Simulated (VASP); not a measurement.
Energy against volume of PdIn (CsCl type). Computed with MS2 meta-GGA, VASP's PBE PAW potentials (set 64) (plane waves; VASP).

| V (Å³/atom) | E (eV/atom) |
|---|---|
| 16.134 | -1.75095 |
| 16.649 | -1.77419 |
| 17.164 | -1.78110 |
| 17.679 | -1.77440 |
| 18.194 | -1.75549 |

### Question
Fit a third-order Birch-Murnaghan equation of state.

### Answer

```yaml
volume_per_atom: 17.16 Å³/atom
bulk_modulus: 144 GPa
pressure_derivative_of_the_bulk_modulus: 3.93
lattice_constant_a: 0.3249 nm
```

The compound is PdIn in the CsCl type structure. It was relaxed first.
